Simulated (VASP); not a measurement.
All values below come from revPBE GGA, VASP's PBE PAW potentials (set 64) (plane waves; VASP).

VASP input:

### INCAR
```
SYSTEM = NiSi2
PREC = Accurate; ENCUT = 520; LREAL = .FALSE.
LASPH = .TRUE.
EDIFF = 1E-6; NELM = 100; ALGO = Normal
LMAXMIX = 4
ISMEAR = 1; SIGMA = 0.1
GGA = RE
IBRION = 2; NSW = 60; ISIF = 3
EDIFFG = -0.02
LWAVE = .FALSE.; LCHARG = .FALSE.
```

File POSCAR:
```
NiSi2
1.0
  0.0000000000   2.7302242312   2.7302242312
  2.7302242312   0.0000000000   2.7302242312
  2.7302242312   2.7302242312   0.0000000000
Si Ni
2 1
Direct
  0.2500000000   0.2500000000   0.2500000000
  0.7500000000   0.7500000000   0.7500000000
  0.0000000000   0.0000000000   0.0000000000
```

File KPOINTS:
```
Automatic mesh
0
Gamma
9 9 9
0 0 0
```

POTCAR, in this order: Si Ni (PBE.64 set). Program: vasp_std.

Q: What will the output report for the number of irreducible k-points (NKPTS), largest plane-wave count, number of space-group operations, FFT grid (NGX, NGY, NGZ)?

A: 
```yaml
number of irreducible k-points (NKPTS): 35
largest_plane_wave_count: 1113
number_of_space_group_operations: 48
FFT grid (NGX, NGY, NGZ): 30 × 30 × 30
```

The compound is NiSi2 in the fluorite structure. This run relaxes it. Symmetry was kept, so distortions that lower it aren't found. The start is the result of an earlier pass. The run is not spin-polarised, so no magnetic state was tried.
